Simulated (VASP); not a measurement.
Method: RPBE GGA, VASP's PBE PAW potentials (set 64) (plane waves; VASP 6.6.1).

Input for VASP

### KPOINTS
```
Automatic mesh
0
Gamma
14 14 14
0 0 0
```

### POSCAR
```
W
1
   -1.5993586102     1.5993586102     1.5993586102
    1.5993586102    -1.5993586102     1.5993586102
    1.5993586102     1.5993586102    -1.5993586102
W
1
Direct
  0.0000000000   0.0000000000   0.0000000000
```

INCAR:
```
SYSTEM  =  W
PREC  =  Accurate; ENCUT  =  520; LREAL  =  .False.
LASPH  =  .True.
EDIFF  =  1E-6; NELM  =  100; ALGO  =  Normal
LMAXMIX  =  6
ISMEAR  =  1; SIGMA  =  0.1
GGA  =  RP
IBRION  =  2; NSW  =  60; ISIF  =  3
EDIFFG  =  -0.01
LWAVE  =  .False.; LCHARG  =  .False.
```

POTCAR, in this order: W_sv (PBE.64 set). Program: vasp_std.

Output

OSZICAR:
```
       N       E                     dE             d eps       ncg     rms          rms(c)
DAV:   1     0.774146933693E+02    0.77415E+02   -0.78497E+03  2288   0.143E+03
DAV:   2    -0.114302256572E+02   -0.88845E+02   -0.86067E+02  2465   0.332E+02
DAV:   3    -0.129986214319E+02   -0.15684E+01   -0.15567E+01  2637   0.436E+01
DAV:   4    -0.130070167767E+02   -0.83953E-02   -0.83946E-02  2450   0.354E+00
DAV:   5    -0.130070896607E+02   -0.72884E-04   -0.72884E-04  2573   0.328E-01    0.194E+01
DAV:   6    -0.125270832385E+02    0.48001E+00   -0.59159E-01  2423   0.103E+01    0.759E+00
DAV:   7    -0.124007029774E+02    0.12638E+00   -0.32143E-01  2507   0.715E+00    0.745E-01
DAV:   8    -0.123968912442E+02    0.38117E-02   -0.37173E-03  2363   0.881E-01    0.975E-02
DAV:   9    -0.123969226160E+02   -0.31372E-04   -0.91935E-05  2613   0.131E-01    0.582E-02
DAV:  10    -0.123969166079E+02    0.60081E-05   -0.18146E-05  2428   0.627E-02    0.124E-02
DAV:  11    -0.123969175687E+02   -0.96080E-06   -0.22936E-07  1444   0.634E-03
   1 F= -.12396918E+02 E0= -.12396991E+02  d E =-.123969E+02
       N       E                     dE             d eps       ncg     rms          rms(c)
DAV:   1    -0.124000928258E+02   -0.31762E-02   -0.79380E-02  2342   0.445E+00    0.720E-01
DAV:   2    -0.123972015559E+02    0.28913E-02   -0.43290E-03  2333   0.890E-01    0.168E-01
DAV:   3    -0.123966997034E+02    0.50185E-03   -0.14233E-03  2384   0.493E-01    0.129E-01
DAV:   4    -0.123966993891E+02    0.31438E-06   -0.34276E-05  2382   0.789E-02    0.162E-02
DAV:   5    -0.123966992304E+02    0.15867E-06   -0.23426E-06  2349   0.199E-02
   2 F= -.12396699E+02 E0= -.12396767E+02  d E =0.218338E-03
       N       E                     dE             d eps       ncg     rms          rms(c)
DAV:   1    -0.123990210836E+02   -0.23217E-02   -0.48943E-02  2342   0.348E+00    0.573E-01
DAV:   2    -0.123972373772E+02    0.17837E-02   -0.26374E-03  2333   0.698E-01    0.133E-01
DAV:   3    -0.123969268522E+02    0.31052E-03   -0.88776E-04  2381   0.391E-01    0.104E-01
DAV:   4    -0.123969367051E+02   -0.98529E-05   -0.20505E-05  2362   0.612E-02    0.122E-02
DAV:   5    -0.123969360599E+02    0.64520E-06   -0.17832E-06  1950   0.176E-02
   3 F= -.12396936E+02 E0= -.12397008E+02  d E =-.184912E-04
```

**OUTCAR**
```
------------------------ aborting loop because EDIFF is reached ----------------------------------------
  FORCE on cell =-STRESS in cart. coord.  units (eV):
  Direction    XX          YY          ZZ          XY          YZ          ZX
  --------------------------------------------------------------------------------------
  Total        0.0000219      0.0000219      0.0000219      0.0000000      0.0000000      0.0000000
  in kB        0.0021456      0.0021456      0.0021456      0.0000000      0.0000000      0.0000000
  external PRESSURE =       0.0021456 kB  Pullay stress =       0.0000000 kB
  volume of cell :       16.38
      direct lattice vectors                 reciprocal lattice vectors
    -1.599931634  1.599931634  1.599931634     0.000000000  0.312513353  0.312513353
     1.599931634 -1.599931634  1.599931634     0.312513353  0.000000000  0.312513353
     1.599931634  1.599931634 -1.599931634     0.312513353  0.312513353  0.000000000
 POSITION                                       TOTAL-FORCE (eV/Angst)
 -----------------------------------------------------------------------------------
      0.00000      0.00000      0.00000        -0.000000     -0.000000      0.000000
 -----------------------------------------------------------------------------------
    total drift:                               -0.000000     -0.000000      0.000000
  FREE ENERGIE OF THE ION-ELECTRON SYSTEM (eV)
  ---------------------------------------------------
  free  energy   TOTEN  =       -12.3969360599 eV

  energy  without entropy=      -12.3971530046  energy(sigma->0) =      -12.39700837

 reached required accuracy - stopping structural energy minimisation
```
(Selected blocks of OUTCAR.)

CONTCAR:
```
W
   1.00000000000000
    -1.5999316343177719    1.5999316343177719    1.5999316343177719
     1.5999316343177719   -1.5999316343177719    1.5999316343177719
     1.5999316343177719    1.5999316343177719   -1.5999316343177719
  W
     1
Direct
     0.0000000000000000    0.0000000000000000    0.0000000000000000
```

The compound is W in the bcc structure. This run relaxes it. Symmetry was kept, so distortions that lower it aren't found. The start is the result of an earlier pass.
